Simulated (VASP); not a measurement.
An input for Quantum ESPRESSO's pw.x (written as the equivalent of a VASP run, and not itself run):

```
&CONTROL
  calculation = 'vc-relax'
  pseudo_dir = './pseudo'
  outdir = './out'
  tprnfor = .true.
  tstress = .true.
  nstep = 60
  forc_conv_thr = 0.00078
/
&SYSTEM
  ibrav = 0
  nat = 3
  ntyp = 2
  ecutwfc = 82
  occupations = 'smearing'
  smearing = 'methfessel-paxton'
  degauss = 0.00735
  input_dft = 'pbe'
/
&ELECTRONS
  conv_thr = 7.3e-08
  electron_maxstep = 100
/
&IONS
/
&CELL
/
ATOMIC_SPECIES
  C 12.011 C.upf
  W 183.840 W.upf
CELL_PARAMETERS angstrom
     3.0220475    0.0000000    0.0000000
    -1.5110238    2.6171701    0.0000000
    -0.0000000   -0.0000000    4.7944967
ATOMIC_POSITIONS crystal
  C    0.0000000  0.0000000  0.0000000
  W    0.3333330  0.6666670  0.2562883
  W    0.6666670  0.3333330  0.7437117
K_POINTS automatic
  11 11 6 0 0 0
```

Task: Translate this input to VASP (INCAR, KPOINTS, POSCAR, choice of POTCAR).

Result: This is not unique; one that fits is 
POSCAR:
```
W2C
1
    3.0220475175     0.0000000000     0.0000000000
   -1.5110237588     2.6171700836     0.0000000000
   -0.0000000000    -0.0000000000     4.7944967233
C W
1 2
Direct
  0.0000000000   0.0000000000   0.0000000000
  0.3333330000   0.6666670000   0.2562882725
  0.6666670000   0.3333330000   0.7437117275
```

KPOINTS:
```
Automatic
0
G
 11 11 6
```

### INCAR
```
# general
SYSTEM =W2C
PREC   =Accurate
ENCUT  =500
LREAL  =.FALSE.
LASPH  =.TRUE.

# electronic loop
EDIFF  =1E-6
NELM   =100
ALGO   =Normal
LMAXMIX=6

# smearing
ISMEAR =1
SIGMA  =0.1

# functional
GGA    =PE

# ions
IBRION =2
NSW    =60
ISIF   =3
EDIFFG =-0.02

# output
LWAVE  =.FALSE.
LCHARG =.FALSE.
```

POTCAR, in this order: C W_sv (PBE.64 set). Program: vasp_std.

What does not carry over: the potentials are each code's own (VASP's PAW set, PseudoDojo norm-conserving files in pw.x), so ENCUT and ecutwfc are chosen apart and not converted; conv_thr bounds pw.x's estimated SCF error, while EDIFF bounds the energy change between steps; forc_conv_thr acts on force components and is met together with etot_conv_thr.

The structure was generated: W2C was put into the CdI2 type (P-3m1), which need not be its known phase. This run relaxes it. Symmetry was kept, so distortions that lower it aren't found. The start is the result of an earlier pass.
